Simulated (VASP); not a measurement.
All values below come from PBEsol GGA, VASP's PBE PAW potentials (set 64) (plane waves; VASP).

VASP ran on this input.

KPOINTS:
```
Regular mesh
0
gamma
  16 16 16
0 0 0
```

### INCAR
```
GGA = PS   # PBEsol
ISMEAR = 1
ALGO = Normal
NSW = 40
EDIFFG = -0.02   # ionic stop
LWAVE = .FALSE.
IBRION = 2   # conjugate gradients
LMAXMIX = 6   # l cut-off of mixed one-centre charges
PSTRESS = 200   # kbar
EDIFF = 1E-6   # SCF stop (eV)
SIGMA = 0.1   # width (eV)
LASPH = .TRUE.
ENCUT = 500   # plane-wave cut-off (eV)
LCHARG = .FALSE.
PREC = Accurate
NELM = 100   # most electronic steps
SYSTEM = W
LREAL = .FALSE.   # projection in real space or not
ISIF = 3   # ions, shape and volume
```

### POSCAR
```
W
1.0
 -1.5627029002   1.5627029002   1.5627029002
  1.5627029002  -1.5627029002   1.5627029002
  1.5627029002   1.5627029002  -1.5627029002
W
1
direct
  0.0000000000   0.0000000000   0.0000000000
```

POTCAR, in this order: W_sv (PBE.64 set). Program: vasp_std.

Output of the run:

File OSZICAR:
```
       N       E                     dE             d eps       ncg     rms          rms(c)
DAV:   1     0.725966387424E+02    0.72597E+02   -0.77230E+03  3206   0.142E+03
DAV:   2    -0.130130815460E+02   -0.85610E+02   -0.82734E+02  3438   0.326E+02
DAV:   3    -0.144501798827E+02   -0.14371E+01   -0.14244E+01  3681   0.417E+01
DAV:   4    -0.144581315295E+02   -0.79516E-02   -0.79508E-02  3409   0.323E+00
DAV:   5    -0.144581867605E+02   -0.55231E-04   -0.55231E-04  3592   0.285E-01    0.232E+01
DAV:   6    -0.139397068418E+02    0.51848E+00   -0.56903E-01  3418   0.100E+01    0.953E+00
DAV:   7    -0.137997312146E+02    0.13998E+00   -0.30945E-01  3526   0.690E+00    0.545E-01
DAV:   8    -0.137947646289E+02    0.49666E-02   -0.43412E-03  3265   0.104E+00    0.103E-01
DAV:   9    -0.137946378556E+02    0.12677E-03   -0.13879E-04  3690   0.145E-01    0.406E-02
DAV:  10    -0.137946374324E+02    0.42322E-06   -0.15478E-05  3471   0.554E-02    0.978E-04
DAV:  11    -0.137946375983E+02   -0.16587E-06   -0.13533E-07  1877   0.525E-03
   1 F= -.11889139E+02 E0= -.11888918E+02  d E =-.118891E+02
       N       E                     dE             d eps       ncg     rms          rms(c)
DAV:   1    -0.157873891369E+02   -0.19928E+01   -0.58015E+01  3349   0.118E+02    0.272E+01
DAV:   2    -0.137251042115E+02    0.20623E+01   -0.28152E+00  3259   0.256E+01    0.615E+00
DAV:   3    -0.132723646631E+02    0.45274E+00   -0.10546E+00  3319   0.150E+01    0.497E+00
DAV:   4    -0.132709192902E+02    0.14454E-02   -0.29557E-02  3292   0.236E+00    0.350E-01
DAV:   5    -0.132697086581E+02    0.12106E-02   -0.52999E-03  3409   0.102E+00    0.480E-02
DAV:   6    -0.132696968898E+02    0.11768E-04   -0.55700E-05  3352   0.106E-01    0.485E-02
DAV:   7    -0.132696987249E+02   -0.18352E-05   -0.17396E-06  3285   0.164E-02    0.155E-03
DAV:   8    -0.132696988714E+02   -0.14648E-06   -0.14603E-08  1678   0.161E-03
   2 F= -.11618241E+02 E0= -.11618192E+02  d E =0.270897E+00
       N       E                     dE             d eps       ncg     rms          rms(c)
DAV:   1    -0.155354671971E+02   -0.22658E+01   -0.45021E+01  3301   0.114E+02    0.178E+01
DAV:   2    -0.140064874976E+02    0.15290E+01   -0.24669E+00  3241   0.207E+01    0.503E+00
DAV:   3    -0.137569664324E+02    0.24952E+00   -0.72007E-01  3346   0.114E+01    0.260E+00
DAV:   4    -0.137612290997E+02   -0.42627E-02   -0.11650E-02  3292   0.146E+00    0.563E-01
DAV:   5    -0.137614492260E+02   -0.22013E-03   -0.22389E-03  3445   0.614E-01    0.271E-02
DAV:   6    -0.137614438621E+02    0.53638E-05   -0.24472E-05  3346   0.667E-02    0.100E-02
DAV:   7    -0.137614439562E+02   -0.94039E-07   -0.34512E-07  2004   0.859E-03
   3 F= -.11901732E+02 E0= -.11901546E+02  d E =-.125933E-01
       N       E                     dE             d eps       ncg     rms          rms(c)
DAV:   1    -0.137589958783E+02    0.24480E-02   -0.68919E-03  3322   0.134E+00    0.244E-01
DAV:   2    -0.137587494846E+02    0.24639E-03   -0.35152E-04  3295   0.262E-01    0.568E-02
DAV:   3    -0.137587058135E+02    0.43671E-04   -0.11793E-04  3355   0.148E-01    0.416E-02
DAV:   4    -0.137587076044E+02   -0.17909E-05   -0.31508E-06  3275   0.239E-02    0.558E-03
DAV:   5    -0.137587075417E+02    0.62674E-07   -0.20336E-07  1636   0.611E-03
   4 F= -.11901784E+02 E0= -.11901602E+02  d E =-.126454E-01
```

File OUTCAR:
```
------------------------ aborting loop because EDIFF is reached ----------------------------------------
  FORCE on cell =-STRESS in cart. coord.  units (eV):
  Direction    XX          YY          ZZ          XY          YZ          ZX
  --------------------------------------------------------------------------------------
  Total        1.8505053      1.8505053      1.8505053      0.0000000      0.0000000      0.0000000
  in kB      199.3087517    199.3087517    199.3087517      0.0000000      0.0000000      0.0000000
  external PRESSURE =      -0.6912483 kB  Pullay stress =     200.0000000 kB
  volume of cell :       14.88
      direct lattice vectors                 reciprocal lattice vectors
    -1.549309491  1.549309491  1.549309491     0.000000000  0.322724416  0.322724416
     1.549309491 -1.549309491  1.549309491     0.322724416  0.000000000  0.322724416
     1.549309491  1.549309491 -1.549309491     0.322724416  0.322724416  0.000000000
 POSITION                                       TOTAL-FORCE (eV/Angst)
 -----------------------------------------------------------------------------------
      1.54931      1.54931     -1.54931         0.000000     -0.000000      0.000000
 -----------------------------------------------------------------------------------
    total drift:                                0.000000      0.000000     -0.000000
  FREE ENERGIE OF THE ION-ELECTRON SYSTEM (eV)
  ---------------------------------------------------
  free  energy   TOTEN  =       -13.7587075417 eV

  energy  without entropy=      -13.7581599722  energy(sigma->0) =      -13.75852502
  enthalpy is  TOTEN    =       -11.9017843139 eV   P V=        1.8569232277

 reached required accuracy - stopping structural energy minimisation
```
(Selected blocks of OUTCAR.)

**CONTCAR**
```
W
   1.00000000000000
    -1.5493094910870082    1.5493094910870082    1.5493094910870082
     1.5493094910870082   -1.5493094910870082    1.5493094910870082
     1.5493094910870082    1.5493094910870082   -1.5493094910870082
  W
     1
Direct
     0.0000000000000000    0.0000000000000000    1.0000000000000000
```

Energy and stress use the plane-wave basis of the starting cell.

The compound is W in the bcc structure. This run relaxes it under an external pressure of 20 GPa. Symmetry was kept, so distortions that lower it aren't found.
